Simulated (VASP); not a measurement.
Here is the system:

```
CELL_PARAMETERS angstrom
      1.79383    -3.10700     0.00000
      1.79383     3.10700     0.00000
      0.00000     0.00000     7.52525
ATOMIC_POSITIONS crystal
  Pt 0.00000 0.00000 0.00000
  S  0.33333 0.66667 0.16345
  S  0.66667 0.33333 0.83655
```

Computed with revPBE GGA, VASP's PBE PAW potentials (set 64) (plane waves; VASP). Run with 520 eV cut-off, Gaussian smearing of 0.050 eV, potentials Pt S.

Without a dispersion term in the relaxation, distances and binding between the weakly bound layers, chains or molecules are unreliable, and so is what depends on them. Unless said otherwise, spin-orbit coupling is left out, though it shifts the bands of the heavy elements here.

Task: Give the energies of bands 3 to 14 at the high-symmetry points, in eV from the valence-band maximum.

Result: 
```json
[
 {"band": "3", "Γ": "-5.47", "M": "-6.22", "K": "-5.28", "A": "-5.47", "L": "-6.22", "H": "-5.28"},
 {"band": "4", "Γ": "-5.47", "M": "-4.89", "K": "-5.03", "A": "-5.47", "L": "-4.89", "H": "-5.03"},
 {"band": "5", "Γ": "-5.13", "M": "-3.95", "K": "-5.03", "A": "-5.09", "L": "-3.95", "H": "-5.03"},
 {"band": "6", "Γ": "-2.82", "M": "-3.70", "K": "-3.41", "A": "-2.82", "L": "-3.72", "H": "-3.41"},
 {"band": "7", "Γ": "-2.82", "M": "-2.16", "K": "-3.41", "A": "-2.82", "L": "-2.16", "H": "-3.41"},
 {"band": "8", "Γ": "-0.85", "M": "-2.11", "K": "-2.44", "A": "-0.77", "L": "-2.11", "H": "-2.44"},
 {"band": "9", "Γ": "-0.53", "M": "-2.01", "K": "-2.19", "A": "-0.74", "L": "-2.01", "H": "-2.21"},
 {"band": "10", "Γ": "-0.31", "M": "-1.69", "K": "-0.74", "A": "-0.31", "L": "-1.70", "H": "-0.75"},
 {"band": "11", "Γ": "-0.31", "M": "-1.40", "K": "-0.74", "A": "-0.31", "L": "-1.35", "H": "-0.75"},
 {"band": "12", "Γ": "3.12", "M": "2.72", "K": "2.10", "A": "3.13", "L": "2.75", "H": "2.15"},
 {"band": "13", "Γ": "3.12", "M": "2.92", "K": "2.10", "A": "3.13", "L": "2.91", "H": "2.15"},
 {"band": "14", "Γ": "5.28", "M": "5.60", "K": "6.74", "A": "5.92", "L": "5.52", "H": "6.94"}
]
```

The gap is indirect, 1.74 eV, from the valence maximum at K-Γ at 0.56 to the conduction minimum at A-L at 0.44.

The compound is PtS2 in the 1T layered structure. It was relaxed first, which changed the volume by +53 %.
